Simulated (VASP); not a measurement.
Elastic constants (GPa) of a crystal from PBEsol GGA, VASP's PBE PAW potentials (set 64) (VASP 6.6.1):

|  | xx | yy | zz | yz | xz | xy |
|---|---|---|---|---|---|---|
| xx | 537.9 | 191.6 | 191.2 | 0.0 | 0.0 | 0.0 |
| yy | 191.6 | 647.0 | 160.5 | 0.0 | 0.0 | 0.0 |
| zz | 191.2 | 160.5 | 631.3 | 0.0 | 0.0 | 0.0 |
| yz | 0.0 | 0.0 | 0.0 | 235.4 | 0.0 | 0.0 |
| xz | 0.0 | 0.0 | 0.0 | 0.0 | 299.7 | 0.0 |
| xy | 0.0 | 0.0 | 0.0 | 0.0 | 0.0 | 235.4 |

Finite-difference elastic constants of metals are sensitive to mesh and smearing; shear constants can be off by tens of GPa.

**Question.** Work out the Voigt, Reuss and Hill moduli, Young's modulus and Poisson's ratio.

**Answer.** All eigenvalues are positive (smallest 235.4 GPa), so the crystal is stable. K_V = (C11+C22+C33+2(C12+C13+C23))/9 = (1816.2 + 2×543.3)/9 = 322.5 GPa; G_V = (1816.2 − 543.3 + 3×770.5)/15 = 239.0 GPa. From the compliances, K_R = 321.5 GPa and G_R = 233.3 GPa. Hill: K = 322.0 GPa, G = 236.1 GPa, E = 9KG/(3K+G) = 569.2 GPa, ν = (3K−2G)/(2(3K+G)) = 0.205. K/G = 1.36, below Pugh's 1.75; universal anisotropy A^U = 0.13.

**Question.** With a density of 6.41 g/cm³, what are the mean sound speeds?

**Answer.** v_l = √((K+4G/3)/ρ) = 9.96 km/s and v_t = √(G/ρ) = 6.07 km/s. The crystal is CrB (sg63), orthorhombic.

The compound is CrB in the sg63 structure. It was relaxed first, which changed the volume by -5 %. The run is not spin-polarised, so no magnetic state was tried.
